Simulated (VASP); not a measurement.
These are PBE GGA, VASP's PBE PAW potentials (set 64) (plane waves; VASP 6.6.1) values and carry that method's errors.

Input for VASP

**POSCAR**
```
PmSe
1
    0.0000000000     2.9605400000     2.9605400000
    2.9605400000     0.0000000000     2.9605400000
    2.9605400000     2.9605400000     0.0000000000
Pm Se
1 1
Direct
  0.0000000000   0.0000000000   0.0000000000
  0.5000000000   0.5000000000   0.5000000000
```

### KPOINTS
```
Automatic mesh
0
Gamma
10 10 10
0 0 0
```

### INCAR
```
SYSTEM  =  PmSe
PREC  =  Accurate; ENCUT  =  400; LREAL  =  F
LASPH  =  T; ADDGRID  =  T
EDIFF  =  1E-6; NELM  =  100; ALGO  =  Normal
LMAXMIX  =  6
ISMEAR  =  1; SIGMA  =  0.1
GGA  =  PE
ISIF  =  2
LWAVE  =  F; LCHARG  =  F
```

POTCAR, in this order: Pm_3 Se (PBE.64 set). Program: vasp_std.

What will the output report for the number of irreducible k-points (NKPTS), number of bands (NBANDS), largest plane-wave count, number of space-group operations, FFT grid (NGX, NGY, NGZ)?

```json
{
 "number of irreducible k-points (NKPTS)": "47",
 "number of bands (NBANDS)": "12",
 "largest_plane_wave_count": "960",
 "number_of_space_group_operations": "48",
 "FFT grid (NGX, NGY, NGZ)": "28 × 28 × 28"
}
```

The structure comes from a computed database's PmSe entry (Fm-3m); how it stands against other phases isn't given here. The cell was not relaxed at this level. The run is one of a series of settings (ADDGRID = .TRUE. against the base run), some of them coarse on purpose. The electron count is odd and the run is not spin-polarised, which forces a metal. The 4f electrons are frozen in the core of the lanthanide potential, so 4f levels, which can set the real gap, and their magnetism are missing.
